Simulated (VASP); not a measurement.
Output of a VASP run:

**OSZICAR**
```
...
DAV:   4    -0.274851679247E+02   -0.16089E+00   -0.16062E+00   759   0.908E+00
DAV:   5    -0.274891227182E+02   -0.39548E-02   -0.39511E-02   751   0.134E+00    0.286E+01
DAV:   6    -0.263590435927E+02    0.11301E+01   -0.64574E+00   646   0.186E+01    0.118E+01
DAV:   7    -0.262308505617E+02    0.12819E+00   -0.20572E+00   672   0.822E+00    0.488E+00
DAV:   8    -0.261545277295E+02    0.76323E-01   -0.41920E-01   677   0.461E+00    0.104E+00
DAV:   9    -0.261534995817E+02    0.10281E-02   -0.20017E-02   733   0.997E-01    0.555E-01
DAV:  10    -0.261526075035E+02    0.89208E-03   -0.68305E-03   631   0.649E-01    0.612E-02
DAV:  11    -0.261526273853E+02   -0.19882E-04   -0.52350E-04   651   0.173E-01    0.663E-02
DAV:  12    -0.261527145814E+02   -0.87196E-04   -0.78452E-05   700   0.533E-02    0.216E-02
DAV:  13    -0.261528719053E+02   -0.15732E-03   -0.15080E-04   563   0.536E-02    0.140E-02
DAV:  14    -0.261529835151E+02   -0.11161E-03   -0.67078E-05   578   0.361E-02    0.134E-02
DAV:  15    -0.261530455482E+02   -0.62033E-04   -0.20964E-05   619   0.226E-02    0.107E-02
DAV:  16    -0.261530956504E+02   -0.50102E-04   -0.61300E-06   588   0.883E-03    0.603E-03
DAV:  17    -0.261531358958E+02   -0.40245E-04   -0.37249E-06   552   0.584E-03    0.480E-03
DAV:  18    -0.261531663671E+02   -0.30471E-04   -0.17958E-06   480   0.467E-03    0.127E-03
DAV:  19    -0.261531788512E+02   -0.12484E-04   -0.10418E-06   525   0.294E-03    0.445E-04
DAV:  20    -0.261531819971E+02   -0.31458E-05   -0.24930E-07   471   0.120E-03    0.372E-04
DAV:  21    -0.261531824109E+02   -0.41384E-06   -0.14742E-08   305   0.426E-04
   1 F= -.26153182E+02 E0= -.26153182E+02  d E =-.261532E+02
       N       E                     dE             d eps       ncg     rms          rms(c)
DAV:   1    -0.261549837232E+02   -0.18017E-02   -0.48987E-02   644   0.252E+00    0.580E-01
DAV:   2    -0.261533909391E+02    0.15928E-02   -0.94480E-03   644   0.801E-01    0.170E-01
DAV:   3    -0.261530593767E+02    0.33156E-03   -0.17065E-03   610   0.228E-01    0.604E-02
DAV:   4    -0.261529806868E+02    0.78690E-04   -0.29429E-04   698   0.138E-01    0.352E-02
DAV:   5    -0.261529761105E+02    0.45762E-05   -0.29811E-05   708   0.462E-02    0.336E-02
DAV:   6    -0.261529818440E+02   -0.57334E-05   -0.10471E-05   581   0.224E-02    0.628E-03
DAV:   7    -0.261529859116E+02   -0.40676E-05   -0.28397E-06   500   0.125E-02    0.311E-03
DAV:   8    -0.261529923609E+02   -0.64493E-05   -0.70624E-07   489   0.468E-03    0.174E-03
DAV:   9    -0.261529987147E+02   -0.63538E-05   -0.13691E-06   530   0.436E-03    0.238E-03
DAV:  10    -0.261530006149E+02   -0.19003E-05   -0.25461E-07   465   0.182E-03    0.111E-03
DAV:  11    -0.261530014083E+02   -0.79337E-06   -0.12377E-07   418   0.174E-03
   2 F= -.26153001E+02 E0= -.26153001E+02  d E =0.181003E-03
       N       E                     dE             d eps       ncg     rms          rms(c)
DAV:   1    -0.261542194159E+02   -0.12188E-02   -0.24672E-02   644   0.179E+00    0.410E-01
DAV:   2    -0.261534265917E+02    0.79282E-03   -0.48461E-03   644   0.571E-01    0.121E-01
DAV:   3    -0.261532562485E+02    0.17034E-03   -0.89187E-04   610   0.164E-01    0.436E-02
DAV:   4    -0.261532175363E+02    0.38712E-04   -0.15222E-04   680   0.991E-02    0.246E-02
DAV:   5    -0.261532142949E+02    0.32414E-05   -0.15476E-05   722   0.329E-02    0.239E-02
DAV:   6    -0.261532137538E+02    0.54108E-06   -0.52234E-06   563   0.159E-02
   3 F= -.26153214E+02 E0= -.26153214E+02  d E =-.313429E-04
```

File OUTCAR:
```
------------------------ aborting loop because EDIFF is reached ----------------------------------------
  FORCE on cell =-STRESS in cart. coord.  units (eV):
  Direction    XX          YY          ZZ          XY          YZ          ZX
  --------------------------------------------------------------------------------------
  Total        0.0139415      0.0139415      0.0103503     -0.0000000      0.0000000      0.0000000
  in kB        0.1554428      0.1554428      0.1154020     -0.0000000      0.0000000      0.0000000
  external PRESSURE =       0.1420959 kB  Pullay stress =       0.0000000 kB
  volume of cell :      143.70
      direct lattice vectors                 reciprocal lattice vectors
     3.127975709  0.000000000  0.000000000     0.319695577  0.184576340 -0.000000000
    -1.563987854  2.708906243  0.000000000    -0.000000000  0.369152680  0.000000000
     0.000000000  0.000000000 16.958700592     0.000000000  0.000000000  0.058966782
 POSITION                                       TOTAL-FORCE (eV/Angst)
 -----------------------------------------------------------------------------------
      0.00000      0.00000      0.00000         0.000000     -0.000000      0.000000
     -0.00000      1.80594     15.39714        -0.000000      0.000000     -0.005815
     -0.00000      1.80594      1.56156         0.000000      0.000000      0.005815
 -----------------------------------------------------------------------------------
    total drift:                                0.001521     -0.000880      0.000000
  FREE ENERGIE OF THE ION-ELECTRON SYSTEM (eV)
  ---------------------------------------------------
  free  energy   TOTEN  =       -26.1532137538 eV

  energy  without entropy=      -26.1532137538  energy(sigma->0) =      -26.15321375

 reached required accuracy - stopping structural energy minimisation
```
(Selected blocks of OUTCAR.)

POSCAR:
```
WS2
1
    3.1287597381    -0.0000000000     0.0000000000
   -1.5643798691     2.7095852320    -0.0000000000
    0.0000000000    -0.0000000000    16.9657244762
W S
1 2
Direct
  0.0000000000   0.0000000000   0.0000000000
  0.3333330000   0.6666670000   0.9079042565
  0.3333330000   0.6666670000   0.0920957435
```

**Question.** Reconstruct the remaining input files.

**Answer.** This is not unique; one that fits is the input of the run itself, LDA (Ceperley-Alder, Perdew-Zunger), plane waves, VASP's LDA PAW potentials (set 64).

KPOINTS:
```
Regular mesh
0
Gamma
  7 7 2
```

**INCAR**
```
SYSTEM = WS2
PREC = Accurate
ENCUT = 400
EDIFF = 1E-6
NELM = 100
ALGO = Normal
LREAL = .FALSE.
LASPH = .TRUE.
ISMEAR = 0
SIGMA = 0.05
LMAXMIX = 6
LWAVE = .FALSE.
LCHARG = .FALSE.
IBRION = 2
ISIF = 3
NSW = 60
EDIFFG = -0.02
```

POTCAR, in this order: W_sv S (LDA.64 set). Program: vasp_std.

The cell holds a wide vacuum, so values per volume refer to the whole cell.

The cell is a sheet with vacuum, built from a database entry that may be metastable or hypothetical.
